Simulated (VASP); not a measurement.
Output of a VASP run:

**OSZICAR**
```
       N       E                     dE             d eps       ncg     rms          rms(c)
DAV:   1     0.383506057804E+03    0.38351E+03   -0.21407E+04  1750   0.179E+03
DAV:   2     0.346626277200E+01   -0.38004E+03   -0.37270E+03  1890   0.448E+02
DAV:   3    -0.292633813625E+02   -0.32730E+02   -0.31836E+02  2693   0.111E+02
DAV:   4    -0.302922393569E+02   -0.10289E+01   -0.10185E+01  2016   0.199E+01
DAV:   5    -0.303305175759E+02   -0.38278E-01   -0.38244E-01  2549   0.391E+00    0.195E+01
DAV:   6    -0.289639700944E+02    0.13665E+01   -0.28060E+01  2485   0.341E+01    0.161E+01
DAV:   7    -0.280172149783E+02    0.94676E+00   -0.37379E+01  2553   0.354E+01    0.967E+00
DAV:   8    -0.273360920062E+02    0.68112E+00   -0.17071E+00  2447   0.969E+00    0.442E+00
DAV:   9    -0.272144171000E+02    0.12167E+00   -0.17999E+00  2606   0.729E+00    0.193E+00
DAV:  10    -0.271824322192E+02    0.31985E-01   -0.21931E-01  2471   0.321E+00    0.337E-01
DAV:  11    -0.271846670201E+02   -0.22348E-02   -0.53257E-03  2440   0.542E-01    0.468E-01
DAV:  12    -0.271826723964E+02    0.19946E-02   -0.14856E-02  2622   0.714E-01    0.977E-02
DAV:  13    -0.271826224269E+02    0.49970E-04   -0.26794E-04  2252   0.116E-01    0.431E-02
DAV:  14    -0.271826208468E+02    0.15801E-05   -0.17431E-05  2270   0.283E-02    0.365E-02
DAV:  15    -0.271826118518E+02    0.89950E-05   -0.66637E-05  2536   0.512E-02    0.538E-03
DAV:  16    -0.271826123128E+02   -0.46102E-06   -0.99776E-07  2006   0.761E-03    0.373E-03
DAV:  17    -0.271826125073E+02   -0.19448E-06   -0.37150E-07  1489   0.475E-03    0.174E-03
DAV:  18    -0.271826124391E+02    0.68212E-07   -0.43644E-08   993   0.140E-03
   1 F= -.27182612E+02 E0= -.27182628E+02  d E =0.455097E-04
```

OUTCAR:
```
------------------------ aborting loop because EDIFF is reached ----------------------------------------
  FORCE on cell =-STRESS in cart. coord.  units (eV):
  Direction    XX          YY          ZZ          XY          YZ          ZX
  --------------------------------------------------------------------------------------
  Total        0.0284588      0.0284588      0.0284588      0.0000000      0.0000000     -0.0000000
  in kB        0.7291676      0.7291676      0.7291676      0.0000000      0.0000000     -0.0000000
  external PRESSURE =       0.7291676 kB  Pullay stress =       0.0000000 kB
  volume of cell :       62.53
      direct lattice vectors                 reciprocal lattice vectors
     3.969173731  0.000000000  0.000000000     0.251941605  0.000000000  0.000000000
     0.000000000  3.969173731  0.000000000     0.000000000  0.251941605  0.000000000
     0.000000000  0.000000000  3.969173731     0.000000000  0.000000000  0.251941605
 POSITION                                       TOTAL-FORCE (eV/Angst)
 -----------------------------------------------------------------------------------
      0.00000      0.00000      0.00000         0.000000      0.000000      0.000000
      0.00000      1.98459      1.98459         0.000000      0.000000      0.000000
      1.98459      0.00000      1.98459         0.000000      0.000000      0.000000
      1.98459      1.98459      0.00000         0.000000      0.000000      0.000000
 -----------------------------------------------------------------------------------
    total drift:                                0.000000      0.000000     -0.000000
  FREE ENERGIE OF THE ION-ELECTRON SYSTEM (eV)
  ---------------------------------------------------
  free  energy   TOTEN  =       -27.1826124391 eV

  energy  without entropy=      -27.1826579488  energy(sigma->0) =      -27.18262761
```
(Selected blocks of OUTCAR.)

### POSCAR
```
Pt3Ti
1
    3.9691737309     0.0000000000     0.0000000000
    0.0000000000     3.9691737309     0.0000000000
    0.0000000000     0.0000000000     3.9691737309
Ti Pt
1 3
Direct
  0.0000000000   0.0000000000   0.0000000000
  0.0000000000   0.5000000000   0.5000000000
  0.5000000000   0.0000000000   0.5000000000
  0.5000000000   0.5000000000   0.0000000000
```

Task: Write an INCAR and KPOINTS that could have produced this output.

Result: This is not unique; one that fits is the input of the run itself, RPBE GGA, plane waves, VASP's PBE PAW potentials (set 64).

### KPOINTS
```
Automatic mesh
0
Gamma
8 8 8
0 0 0
```

### INCAR
```
! general
SYSTEM  = Pt3Ti
PREC    = Accurate
ENCUT   = 520
LREAL   = F
LASPH   = T   ! aspherical one-centre terms

! electronic loop
EDIFF   = 1E-7
NELM    = 100   ! most electronic steps
ALGO    = Normal   ! blocked Davidson
LMAXMIX = 6   ! l cut-off of mixed one-centre charges

! smearing
ISMEAR  = 1
SIGMA   = 0.1   ! width (eV)

! functional
GGA     = RP   ! RPBE

! ions
ISIF    = 2   ! forces and stress, cell fixed

! output
LWAVE   = F
LCHARG  = F
```

POTCAR, in this order: Ti_sv Pt (PBE.64 set). Program: vasp_std.

The compound is Pt3Ti in the L1_2 structure. It was relaxed first.
